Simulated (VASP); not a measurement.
A run of VASP 6.6.1 is set up as follows.

INCAR

```
ALGO = Normal
EDIFF = 1E-7
ENCUT = 520
ISIF = 2
ISMEAR = 0
LASPH = T
LCHARG = T
LELF = T
LREAL = F
LVHAR = T
LWAVE = F
NBANDS = 18
NELM = 100
PREC = Accurate
SIGMA = 0.1
```

Contents of KPOINTS:

```
k-points
0
Gamma
  4 4 4
```

The input POSCAR:

```
BaHg
1.0
    4.1787600400      0.0000000000      0.0000000000
    0.0000000000      4.1787600400      0.0000000000
    0.0000000000      0.0000000000      4.1787600400
Ba Hg
1 1
Direct
    0.0000000000      0.0000000000      0.0000000000
    0.5000000000      0.5000000000      0.5000000000
```

Potentials or basis: VASP PAW LDA potentials, release 64 (Ba_sv, Hg).

Run with:

```sh
$ cat potpaw_LDA.64/Ba_sv/POTCAR potpaw_LDA.64/Hg/POTCAR > POTCAR
$ mpirun -np 1 vasp_std > vasp.out
```

Problem. What does it give for the pressure?

Solution. -2.6 GPa.

Problem. Predict the band gap on the k mesh.

Solution. None (metal or under the smearing width).

Caveat: the k mesh is coarse (spacing up to 0.38 Å⁻¹), so the values aren't converged. Spin-orbit coupling is left out, which matters for the levels of Ba, Hg.
